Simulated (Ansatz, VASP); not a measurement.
# Si (6H polytype (invented)) in two plane-wave programs, part 2 of 2

Aim: how closely do two programs agree when they are given the same cell, functional and k mesh? The cell is taken from a series of runs on this material, whose earlier steps may have relaxed, scaled, displaced or heated it; both programs get it as it stands.

VASP 6.6.1 and Ansatz 0.2.0.

So far: Set-up; VASP: relaxation of cell and atoms, r2SCAN, pair 1.

**3. Ansatz: relaxation of cell and atoms, r2SCAN, pair 1**

Level of this step: Ansatz beside VASP: Kohn-Sham DFT, plane waves, r2SCAN (Ansatz).

Ansatz runs on its PAW soft_1 files.

The same cell, functional and mesh now go to Ansatz, which takes its cutoff from its data sets.

Input file input.yaml:

```yaml
crystal:
  lattice:
    - [3.8433037629, 0.0, 0.0]
    - [-1.9216518814, 3.3283986931, 0.0]
    - [0.0, 0.0, 18.9056125279]
  atoms:
    - { symbol: Si, position: [0.0, 0.0, 0.6871783033] }
    - { symbol: Si, position: [0.3333333333, 0.6666666667, 0.8546494995] }
    - { symbol: Si, position: [0.6666666667, 0.3333333333, 0.0207985033] }
    - { symbol: Si, position: [0.0, 0.0, 0.1871783033] }
    - { symbol: Si, position: [0.6666666667, 0.3333333333, 0.3546494995] }
    - { symbol: Si, position: [0.3333333333, 0.6666666667, 0.5207985033] }
    - { symbol: Si, position: [0.0, 0.0, 0.8128216967] }
    - { symbol: Si, position: [0.3333333333, 0.6666666667, 0.9792014967] }
    - { symbol: Si, position: [0.6666666667, 0.3333333333, 0.1453505005] }
    - { symbol: Si, position: [0.0, 0.0, 0.3128216967] }
    - { symbol: Si, position: [0.6666666667, 0.3333333333, 0.4792014967] }
    - { symbol: Si, position: [0.3333333333, 0.6666666667, 0.6453505005] }
kpoints:
  mp_grid: { grid: [9, 9, 2] }
hamiltonian:
  xc: r2scan
  pseudopotentials: { kind: paw, azcp: { folder: soft_1 } }
scf:
  occupations: { method: fixed }
output:
  forces: true
  stress: true
  eigenvalues: true
relax:
  adjacent_minimum: "off"
  f_tol: 0.001
  max_steps: 60
  cell: { stress_tol: 0.01 }
```

Command:

```bash
ansatz run input.yaml --threads 4 --pin off --max-ram 10240MiB --backend cpu --events-out ev --progress --plain --runs-dir out
```

Numbers of over 12 decimals in the logs are rounded to 6 here.

What it wrote:

```text
Engine: ansatz 0.2.0, x86_64-unknown-linux-gnu
Pseudopotentials: kind: paw
Pseudopotential: Si, paw, valence charge 4, recommended cutoff 500 eV (meta_gga), soft_1/Si.paw.azcp
Functional definition: r2SCAN
  parameter k0 = 0.174
  parameter k1 = 0.065
  parameter a1 = 4.9479
  exchange = r2scan_x(k0 = k0, k1 = k1, a1 = a1)
  correlation = r2scan_c
Crystal: 12 atoms, lattice volume = 241.841 Å³
Basis set: ecut = 500 eV, 6015 PW (Γ), exchange–correlation on 120×120×576 points (64 copies of the dense FFT grid, shifted against one another)
Bands: 36, of which v1, the nominal top of the filled ones, is band 24 counted from 1 (23 counted from 0)
Symmetry: 24 space group operations
Space group: P63/mmc (ITA 194), of the structure as read, at distance tolerance 6.2e-5 Å
k-points: 24 of 162
Non-local potential: Si, projectors of the file, l = 0: 2, l = 1: 2, l = 2: 1
PAW form: soft (Blöchl's): semilocal exchange-correlation on the pseudo side does not see the compensation charge
PAW frozen core: Si, regenerated for the run's functional (the file was generated under x = pbe(κ = 0.804, μ = 0.219515), c = pbe(β = 0.066725))
PAW one-centre angular grid: Si, 302 points (default); XC on 160 Gauss nodes
Initial density: superposition of atomic densities (chi_scale 0.1, normalization cell)
Initial wavefunctions: pseudopotential atomic-orbital guess
Functional: x = r2scan, c = r2scan; τ floored in thin density (d = 2e-4 eV/Å³)
SCF iter   1: F=—  HF=-7668.641022 eV  |F-HF|=—  |Δ(HF+E_count)|=         —  Δρ=4.57e-2  dr2=4.36e0  dr2_τ=7.87e-2  ethr=3.10e-3  ⟨swp⟩=5.1  Hψ=3809  notcnv=0  defer=197
preconditioner: auto → Resta (q_TF=auto, 2.084 Å⁻¹)  ε∞=4.7  [insulator: Δε(μ)=0.942 eV  Ē_g=8.560 eV  n_scr=42 (ndim 8)  ℏωp=16.5 eV  f_vac=0.000  ε∞_Penn≈4.7]
SCF iter   2: F=—  HF=-7668.664721 eV  |F-HF|=—  |Δ(HF+E_count)|=   2.37e-2  Δρ=2.75e-2  dr2=1.62e0  dr2_τ=4.00e-3  ethr=3.10e-3  ⟨swp⟩=2.0  Hψ=1120  notcnv=0  defer=225
SCF iter   3: F=—  HF=-7668.758506 eV  |F-HF|=—  |Δ(HF+E_count)|=   9.38e-2  Δρ=2.02e-3  dr2=1.39e-2  dr2_τ=9.30e-5  ethr=3.10e-3  ⟨swp⟩=2.8  Hψ=1113  notcnv=0  defer=225
SCF iter   4: F=—  HF=-7668.761890 eV  |F-HF|=—  |Δ(HF+E_count)|=   3.38e-3  Δρ=5.88e-4  dr2=7.00e-4  dr2_τ=1.40e-5  ethr=2.89e-5  ⟨swp⟩=3.0  Hψ=1350  notcnv=0  defer=240
SCF iter   5: F=—  HF=-7668.762386 eV  |F-HF|=—  |Δ(HF+E_count)|=   4.96e-4  Δρ=6.70e-5  dr2=1.87e-5  dr2_τ=1.95e-7  ethr=1.46e-6  ⟨swp⟩=2.9  Hψ=1350  notcnv=0  defer=240
SCF iter   6: F=—  HF=-7668.762318 eV  |F-HF|=—  |Δ(HF+E_count)|=   6.75e-5  Δρ=1.94e-5  dr2=3.29e-6  dr2_τ=2.74e-8  ethr=3.90e-8  ⟨swp⟩=2.5  Hψ=1319  notcnv=0  defer=229
SCF iter   7: F=-7668.762318 eV  HF=-7668.762318 eV  |F-HF|=2.58e-8  |Δ(HF+E_count)|=   1.77e-7  Δρ=4.59e-6  dr2=8.86e-8  dr2_τ=6.33e-10  ethr=2.08e-10  ⟨swp⟩=17.0  Hψ=7369  notcnv=0
SCF 1 converged in 7 iterations: F = -7668.762318 eV  dr2 = 8.86e-8
  greatest PAW one-centre occupation: 0.629 electrons in one spin orbital (limit 2), on the Si atom at site 9 (counted from 0), in its partial waves of l = 0
relax step   1: F+E_penalty+E_count = -7668.76231808 eV  Δ(F+E_penalty+E_count) = +0.000e0 eV  max|allowed force component| = 3.749e-4 eV/Å  Δτ_max = 0.0000 Å  P = -0.000 GPa  Ω = 241.841 Å³  (7 SCF iters, dr2 threshold 1.00e-7 eV, accepted)
Initial density: handed on by an earlier stage of this run
Initial wavefunctions: pseudopotential atomic-orbital guess (no wavefunctions were taken with the density)
iter 1 solved again at ethr=1.06e-7 eV; its pass at ethr=3.10e-3 eV (dr2=5.07e-5 eV) is discarded
SCF iter   1: F=—  HF=-7668.762396 eV  |F-HF|=—  |Δ(HF+E_count)|=         —  Δρ=4.60e-6  dr2=9.06e-8  dr2_τ=6.49e-10  ethr=1.06e-7  ⟨swp⟩=3.6  Hψ=6202  notcnv=0  defer=240
preconditioner: auto → Resta (q_TF=auto, 2.084 Å⁻¹)  ε∞=4.9  [insulator: Δε(μ)=0.775 eV  Ē_g=8.425 eV  n_scr=42 (ndim 8)  ℏωp=16.5 eV  f_vac=0.000  ε∞_Penn≈4.9]
SCF iter   2: F=—  HF=-7668.762318 eV  |F-HF|=—  |Δ(HF+E_count)|=   7.82e-5  Δρ=3.06e-6  dr2=3.57e-8  dr2_τ=2.16e-10  ethr=1.89e-10  ⟨swp⟩=2.6  Hψ=1375  notcnv=0  defer=239
SCF iter   3: F=—  HF=-7668.762318 eV  |F-HF|=—  |Δ(HF+E_count)|=   1.95e-8  Δρ=4.97e-7  dr2=1.67e-9  dr2_τ=3.86e-11  ethr=7.44e-11  ⟨swp⟩=2.7  Hψ=1353  notcnv=0  defer=239
SCF iter   4: F=—  HF=-7668.762318 eV  |F-HF|=—  |Δ(HF+E_count)|=  3.06e-10  Δρ=1.45e-7  dr2=5.42e-11  dr2_τ=1.02e-12  ethr=3.47e-12  ⟨swp⟩=2.4  Hψ=1157  notcnv=0  defer=239
SCF iter   5: F=-7668.762318 eV  HF=-7668.762318 eV  |F-HF|=1.82e-12  |Δ(HF+E_count)|=  2.46e-11  Δρ=2.23e-8  dr2=2.02e-12  dr2_τ=2.26e-13  ethr=1.00e-12  ⟨swp⟩=19.5  Hψ=7591  notcnv=0
SCF 2 converged in 5 iterations: F = -7668.762318 eV  dr2 = 2.02e-12
relax step   2: F+E_penalty+E_count = -7668.76231809 eV  Δ(F+E_penalty+E_count) = -1.634e-8 eV  max|allowed force component| = 3.960e-4 eV/Å  Δτ_max = 0.0000 Å  P = +0.000 GPa  Ω = 241.841 Å³  stress off target by 2.35e-3 GPa  SCF on the basis re-selected at this cell (its energy is not comparable with the rows above)  (5 SCF iters)
basis re-selected at this cell: Δ(F+E_penalty+E_count) = -1.634e-8 eV, ΔP = +0.000 GPa vs the last step (what re-selecting the basis moved, of the pressure what is left beyond the Pulay correction that the steps carried, after the strain that the cell walked since its last selection, with what the two solves' SCF thresholds leave and, on support functions, any second-order correction that the steps lacked; it is no m [...]
SCF converged after 5 iterations
Free energy (F): -7668.762318 eV
Harris-Foulkes:  -7668.762318 eV  (|F-HF|=1.82e-12)
Internal energy: -7668.762318 eV  (E = F + TS)
E sigma→0 (E₀):  -7668.762318 eV
Fermi energy:    6.159043 eV
--- Per-component energies (eV) ---
  E_band       = 38.139270
  E_kinetic    = 487.761504
  E_local      = -291.500478  (includes V_loc(G=0)·N_el)
  E_nonlocal   = 265.310593
  E_hartree    = 90.404336
  E_xc         = -631.743672
  E_vxc        = -608.543930  (∫ρ·V_xc dr)
  E_paw        = -6220.571603  (= ΣΔE_a)
  E_vpaw       = -19.282271  (= ΣTr[D̂ρ^β])
  E_aug_tail   = 0.000172  (compensation charges beyond the density's cutoff)
  E_vtau       = 23.585017  (kinetic-family band-sum trace: ∫τ·v_τ [+ j·A + Jᵃ·Aᵃ] dr)
  E_ewald      = -1367.505974
  E_core_change = -0.917197  (= ΣΔE_core)
  E_smearing   = -0.000000  (= −TS)
  E_closure    = 0.000000  (closes the sum)
  Σ components = -7668.762318   (vs F -7668.762318, Δ=0.00e0)
--- Forces (eV/Å), atoms counted from 1 ---
  atom   1  Si    -0.00000000     0.00000000    -0.00014012
  atom   2  Si     0.00000000    -0.00000000    -0.00039601
  atom   3  Si     0.00000000    -0.00000000    -0.00024811
  atom   4  Si     0.00000000    -0.00000000    -0.00014012
  atom   5  Si    -0.00000000     0.00000000    -0.00039601
  atom   6  Si    -0.00000000     0.00000000    -0.00024811
  atom   7  Si    -0.00000000     0.00000000     0.00014012
  atom   8  Si     0.00000000     0.00000000     0.00024811
  atom   9  Si    -0.00000000     0.00000000     0.00039601
  atom  10  Si     0.00000000    -0.00000000     0.00014012
  atom  11  Si     0.00000000    -0.00000000     0.00024811
  atom  12  Si     0.00000000    -0.00000000     0.00039601
  max |Σ_I F_I| component: 9.25e-17 eV/Å
--- Stress (GPa, compression-positive) ---
       -0.001153      -0.000000       0.000000
       -0.000000      -0.001153       0.000000
        0.000000       0.000000       0.002346
  P = ⅓ Tr σ = 0.0000 GPa (0.000 kbar)
--- Band table (eV; the first three rows and the last of 24) ---
  k-point 0: bands = [... 20 lower, 5.7152, 6.0424, 6.1590, 6.1590, 7.8288, 7.9985, 8.2294, 8.6746, ... 8 higher]
  k-point 1: bands = [... 20 lower, 6.0029, 6.0029, 6.0029, 6.0029, 7.8895, 7.8895, 8.4363, 8.4363, ... 8 higher]
  k-point 2: bands = [... 20 lower, 5.3911, 5.4602, 5.8223, 5.9573, 8.2794, 8.3642, 8.7018, 8.8496, ... 8 higher]
  k-point 23: bands = [... 20 lower, 3.5381, 3.5381, 3.7848, 3.7848, 8.2246, 8.2246, 8.4227, 8.4227, ... 8 higher]
--- Relaxed structure (1 steps of the walk, 1 accepted, 1 SCFs on fresh bases) ---
  F+E_penalty+E_count = -7668.76231809 eV   max|allowed force component| = 3.960e-4 eV/Å   (the final SCF, on the basis selected at the relaxed cell)
  cell:  # Å, volume = 241.8415 Å³
    - [3.843304, -2.8867544489853312e-11, 0.0]
    - [-1.921652, 3.328399, 0.0]
    - [0.0, 0.0, 18.9056125279]
  atoms:
    - { symbol: Si, position: [0.0, 0.0, 0.6871783033] }
    - { symbol: Si, position: [0.333333, 0.666667, 0.854649] }
    - { symbol: Si, position: [0.666667, 0.333333, 0.0207985033] }
    - { symbol: Si, position: [0.0, 0.0, 0.1871783033] }
    - { symbol: Si, position: [0.666667, 0.333333, 0.3546494995] }
    - { symbol: Si, position: [0.333333, 0.666667, 0.5207985033] }
    - { symbol: Si, position: [0.0, 0.0, 0.8128216967] }
    - { symbol: Si, position: [0.333333, 0.666667, 0.979201] }
    - { symbol: Si, position: [0.666667, 0.333333, 0.1453505005] }
    - { symbol: Si, position: [0.0, 0.0, 0.3128216967] }
    - { symbol: Si, position: [0.666667, 0.333333, 0.4792014967] }
    - { symbol: Si, position: [0.333333, 0.666667, 0.6453505005] }
```

The column dr2 measures how far the density is from self-consistency, as an energy; F and HF (Harris–Foulkes) agree once it is small.

**4. Comparison**

Known differences besides the potentials themselves: VASP keeps PBE cores, Ansatz makes them for the functional; fixed occupations in Ansatz, narrow Gaussian smearing in VASP; the cutoff is 500 eV in Ansatz and 550 eV in VASP; Ansatz adds a Pulay correction to the stress that steers its cell, VASP none. Total energies have different zeros and are not compared.

The two programs side by side:

```csv
quantity,Ansatz,VASP,difference
volume (Å³),241.84,241.28,+0.23 %
"edge a after relaxation, in the typed setting (Å)",3.843,3.840,+0.08 %
"edge c after relaxation, in the typed setting (Å)",18.906,18.891,+0.08 %
```

**5. Ansatz: relaxation of cell and atoms, r2SCAN, pair 2**

The relaxed volume is the usual yardstick between codes: in a stiff, nearly cubic crystal its relative difference is about their pressure difference at one cell divided by the bulk modulus.

The cell is taken from a series of runs on this material, whose earlier steps may have relaxed, scaled, displaced or heated it; both programs get it as it stands.

Input file input.yaml:

```yaml
crystal:
  lattice:
    - [3.84, 0.0, 0.0]
    - [-1.92, 3.325538, 0.0]
    - [0.0, 0.0, 18.812081]
  atoms:
    - { symbol: Si, position: [0.0, 0.0, 0.6875] }
    - { symbol: Si, position: [0.333333, 0.666667, 0.854167] }
    - { symbol: Si, position: [0.666667, 0.333333, 0.020833] }
    - { symbol: Si, position: [0.0, 0.0, 0.1875] }
    - { symbol: Si, position: [0.666667, 0.333333, 0.354167] }
    - { symbol: Si, position: [0.333333, 0.666667, 0.520833] }
    - { symbol: Si, position: [0.0, 0.0, 0.8125] }
    - { symbol: Si, position: [0.333333, 0.666667, 0.979167] }
    - { symbol: Si, position: [0.666667, 0.333333, 0.145833] }
    - { symbol: Si, position: [0.0, 0.0, 0.3125] }
    - { symbol: Si, position: [0.666667, 0.333333, 0.479167] }
    - { symbol: Si, position: [0.333333, 0.666667, 0.645833] }
kpoints:
  mp_grid: { grid: [9, 9, 2] }
hamiltonian:
  xc: r2scan
  pseudopotentials: { kind: paw, azcp: { folder: soft_1 } }
scf:
  occupations: { method: gaussian, width: 0.02 }
output:
  forces: true
  stress: true
  eigenvalues: true
  write_density: true
  write_potential: true
  elf: true
  volumetric_format: npy
relax:
  adjacent_minimum: "off"
  f_tol: 0.005
  max_steps: 80
  cell: { stress_tol: 0.05 }
```

What it wrote:

```text
[...]
- { symbol: Si, position: [0.666667, 0.333333, 0.354649] }
    - { symbol: Si, position: [0.333333, 0.666667, 0.520799] }
    - { symbol: Si, position: [0, 0, 0.812822] }
    - { symbol: Si, position: [0.333333, 0.666667, 0.979201] }
    - { symbol: Si, position: [0.666667, 0.333333, 0.145351] }
    - { symbol: Si, position: [0, 0, 0.312822] }
    - { symbol: Si, position: [0.666667, 0.333333, 0.479201] }
    - { symbol: Si, position: [0.333333, 0.666667, 0.645351] }
[key lines of the parts left out:]
SCF converged after 4 iterations
Free energy (F): -7668.762318 eV
Fermi energy:    6.546142 eV
P = ⅓ Tr σ = 0.0000 GPa (0.000 kbar)
```

**6. VASP: relaxation of cell and atoms, r2SCAN, pair 2**

The same cell, functional, mesh and smearing now go to VASP, with its own data sets.

Input file INCAR:

```
SYSTEM = Si
PREC = Accurate
ENCUT = 550
EDIFF = 1E-07
NELM = 120
ISMEAR = 0
SIGMA = 0.02
LREAL = .FALSE.
ALGO = Normal
METAGGA = R2SCAN
LASPH = .TRUE.
NBANDS = 36
LORBIT = 11
LWAVE = .FALSE.
LCHARG = .FALSE.
ISIF = 3
IBRION = 2
NSW = 80
EDIFFG = -0.005
GGA_COMPAT = .FALSE.
NELMIN = 4
EFERMI = MIDGAP
LMIXTAU = .TRUE.
KPAR = 2
```

Input file POSCAR:

```
Si
1.0
    3.8400000000      0.0000000000      0.0000000000
   -1.9200000000      3.3255380000      0.0000000000
    0.0000000000      0.0000000000     18.8120810000
Si
12
Direct
    0.0000000000      0.0000000000      0.6875000166
    0.3333332832      0.6666665664      0.8541670111
    0.6666667168      0.3333334336      0.0208329956
    0.0000000000      0.0000000000      0.1874999900
    0.6666667168      0.3333334336      0.3541669845
    0.3333332832      0.6666665664      0.5208330221
    0.0000000000      0.0000000000      0.8125000100
    0.3333332832      0.6666665664      0.9791670044
    0.6666667168      0.3333334336      0.1458329889
    0.0000000000      0.0000000000      0.3124999834
    0.6666667168      0.3333334336      0.4791669779
    0.3333332832      0.6666665664      0.6458330155
```

Input file KPOINTS:

```
Automatic mesh
0
Gamma
9 9 2
0 0 0
```

Potentials, in the order of the species: Si (PBE family, release 64).

Command:

```bash
mpirun -np 2 vasp_std
```

What it wrote:

```text
[banner, memory and clock lines left out]
running    2 mpi-ranks, on    1 nodes
[...]
[... a notice as in an earlier step ...]

 LDA part: xc-table for (None), standard interpolation
 POSCAR, INCAR and KPOINTS ok, starting setup
[...]
entering main loop
       N       E                     dE             d eps       ncg     rms          rms(c)
DAV:   1     0.729470170724E+02    0.72947E+02   -0.19449E+04  1728   0.119E+03
DAV:   2    -0.102767764776E+03   -0.17571E+03   -0.16520E+03  2192   0.170E+02
DAV:   3    -0.112098436792E+03   -0.93307E+01   -0.92003E+01  2276   0.352E+01
DAV:   4    -0.112262469829E+03   -0.16403E+00   -0.16350E+00  2200   0.581E+00
[...]
DAV:  39    -0.105260531334E+03    0.18335E-04   -0.18063E-06  1800   0.847E-03    0.221E-02
DAV:  40    -0.105260536922E+03   -0.55876E-05   -0.62736E-07  1984   0.572E-03    0.180E-02
DAV:  41    -0.105260530302E+03    0.66197E-05   -0.33766E-07  1740   0.349E-03    0.153E-02
[...]
DAV:  51    -0.105260562781E+03   -0.28637E-06   -0.46936E-08   924   0.135E-03    0.637E-04
DAV:  52    -0.105260562825E+03   -0.44010E-07   -0.14532E-08   924   0.722E-04
   1 F= -.10526056E+03 E0= -.10526056E+03  d E =-.105261E+03
[... from here on, the cycles between the ionic steps are left out ...]
   2 F= -.10526407E+03 E0= -.10526407E+03  d E =-.350672E-02
   3 F= -.10526514E+03 E0= -.10526514E+03  d E =-.457746E-02
   4 F= -.10526617E+03 E0= -.10526617E+03  d E =-.102855E-02
   5 F= -.10526621E+03 E0= -.10526621E+03  d E =-.107450E-02
   6 F= -.10526637E+03 E0= -.10526637E+03  d E =-.158350E-03
   7 F= -.10526637E+03 E0= -.10526637E+03  d E =-.158736E-03
   8 F= -.10526640E+03 E0= -.10526640E+03  d E =-.243446E-04
   9 F= -.10526640E+03 E0= -.10526640E+03  d E =-.251625E-04
[...]
reached required accuracy - stopping structural energy minimisation
```

OUTCAR, selected parts (step 6):

```text
  Total        0.0018400      0.0018400     -0.0209383      0.0000000      0.0000000     -0.0000000
  in kB        0.0122173      0.0122173     -0.1390269      0.0000000      0.0000000     -0.0000000
  external PRESSURE =      -0.0381974 kB  Pullay stress =       0.0000000 kB

 POSITION                                       TOTAL-FORCE (eV/Angst)
 -----------------------------------------------------------------------------------
      0.00000     -0.00000     12.98320        -0.000000      0.000000     -0.003652
      0.00000      2.21717     16.14699         0.000000     -0.000000     -0.001279
      1.92012      1.10858      0.39308        -0.000000      0.000000     -0.001279
      0.00000     -0.00000      3.53663        -0.000000     -0.000000     -0.003652
      1.92012      1.10858      6.70042        -0.000000      0.000000     -0.001279
      0.00000      2.21717      9.83965         0.000000      0.000000     -0.001279
      0.00000     -0.00000     15.35652         0.000000      0.000000      0.003652
      0.00000      2.21717     18.50006         0.000000      0.000000      0.001279
      1.92012      1.10858      2.74615         0.000000      0.000000      0.001279
      0.00000     -0.00000      5.90994         0.000000     -0.000000      0.003652
      1.92012      1.10858      9.05349        -0.000000     -0.000000      0.001279
      0.00000      2.21717     12.19272        -0.000000     -0.000000      0.001279
 -----------------------------------------------------------------------------------
    total drift:                                0.000000      0.000000      0.000132

  FREE ENERGIE OF THE ION-ELECTRON SYSTEM (eV)
  ---------------------------------------------------
  free  energy   TOTEN  =      -105.2663986744 eV

  energy  without entropy=     -105.2663986744  energy(sigma->0) =     -105.26639867

[... 2 parts as in an earlier step ...]

[... 2 further parts left out ...]
[key lines of the parts left out:]
E-fermi :   6.1696
```

**7. Side by side**

Both answers:

```csv
quantity,Ansatz,VASP,difference
volume (Å³),241.84,241.30,+0.23 %
"edge a after relaxation, in the typed setting (Å)",3.843,3.840,+0.08 %
"edge c after relaxation, in the typed setting (Å)",18.906,18.893,+0.07 %
```

**8. What came out**

```
difference in volume (relaxation of cell and atoms, r2SCAN, pair 1) : 0.23 %
difference in volume (relaxation of cell and atoms, r2SCAN, pair 2) : 0.23 %
```

What this shows: The difference in volume is 0.23 % (relaxation of cell and atoms, r2SCAN, pair 1), within the 1.2 % picked in this series as the mark of a large difference, as far as the stopping tolerances let one tell. Such differences can come from data sets, numerical settings and the points named under the comparisons, not from the functional's error against experiment.

[Lines on the potential files, build, host, timing and source positions are cut from VASP's logs without a mark.]

[Logs are printed without paths, hosts, clocks, repeated set-up lines and the standing remarks that a program may print on its own settings, such as how far it seeks lower states.]

[Hosts, paths, dates, database ids (printed as entryN), source tags and the programs' standing remarks are cut or masked in the printed files.]
